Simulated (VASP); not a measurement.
```yaml
crystal:
  lattice:
    - [0.00000, 2.19072, 2.19072]
    - [2.19072, 0.00000, 2.19072]
    - [2.19072, 2.19072, 0.00000]
  atoms:
    - { symbol: Be, position: [0.25000, 0.25000, 0.25000] }
    - { symbol: Be, position: [0.75000, 0.75000, 0.75000] }
    - { symbol: C, position: [0.00000, 0.00000, 0.00000] }
```

All values below come from PBE GGA with D3 dispersion (zero damping), VASP's PBE PAW potentials (set 64) (plane waves; VASP). Numerical set-up: 520 eV cut-off, 9×9×9 Γ-centred mesh, Gaussian smearing of 0.050 eV, potentials Be C.

### Question
Estimate the energy per atom (σ→0), pressure.

### Answer

The energy per atom (σ→0) is -6.004 eV/atom and the pressure comes out as -10.88 GPa.

The absolute energy has meaning only against runs of the same code, potentials and settings.

The compound is Be2C in the antifluorite structure. This cell is one point of a volume scan, at 1.06 of the reference volume.
